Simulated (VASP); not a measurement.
An input for Ansatz (written as the equivalent of a VASP run, and not itself run):

Ansatz 0.2 input:
```yaml
crystal:
  lattice:
    - [5.8527626, 0.0000000, 0.0000000]
    - [0.0000000, 5.8527626, 0.0000000]
    - [0.0000000, 0.0000000, 5.8527626]
  atoms:
    - { symbol: Cs, position: [0.0000000, 0.0000000, 0.0000000] }
    - { symbol: Pb, position: [0.5000000, 0.5000000, 0.5000000] }
    - { symbol: Cl, position: [0.5000000, 0.0000000, 0.5000000] }
    - { symbol: Cl, position: [0.0000000, 0.5000000, 0.5000000] }
    - { symbol: Cl, position: [0.5000000, 0.5000000, 0.0000000] }
kpoints:
  mp_grid: { grid: [4, 4, 4] }
hamiltonian:
  xc: rpbe
  pseudopotentials: { kind: paw }
scf:
  occupations: { method: tetrahedron }
  max_iter: 100
output: { forces: true, stress: true, eigenvalues: true }
```

**Question.** Write the VASP files for the same calculation (RPBE).

**Answer.** One answer among several that fit: 
### POSCAR
```
CsPbCl3
5.8527630
  0.9999999270   0.0000000000   0.0000000000
  0.0000000000   0.9999999270   0.0000000000
  0.0000000000   0.0000000000   0.9999999270
Cs Pb Cl
1 1 3
Direct
  0.0000000000   0.0000000000   0.0000000000
  0.5000000000   0.5000000000   0.5000000000
  0.5000000000   0.0000000000   0.5000000000
  0.0000000000   0.5000000000   0.5000000000
  0.5000000000   0.5000000000   0.0000000000
```

### KPOINTS
```
K-points
0
Gamma
  4 4 4
0 0 0
```

**INCAR**
```
SYSTEM = CsPbCl3
PREC = Accurate
ENCUT = 520
EDIFF = 1E-7
NELM = 100
ALGO = Normal
LREAL = .FALSE.
LASPH = .TRUE.
ISMEAR = -5
GGA = RP
LMAXMIX = 4
LWAVE = .FALSE.
LCHARG = .TRUE.
LORBIT = 11
NEDOS = 601
ISIF = 2
LEFG = .TRUE.
```

POTCAR, in this order: Cs_sv Pb_d Cl (PBE.64 set). Program: vasp_std.

Limits of the translation: each code has its own PAW files, so the cut-off isn't converted (ENCUT is set for VASP's; basis.ecutwfc is left out, and Ansatz then takes the one that its files recommend); Ansatz stops its SCF on the density residual and VASP on the energy change (EDIFF); the field gradients of LEFG aren't asked of the other code.

The compound is CsPbCl3 in the cubic perovskite structure, the ideal cubic form; the compound distorts at low or room temperature. It was relaxed first, which changed the volume by +14 %.
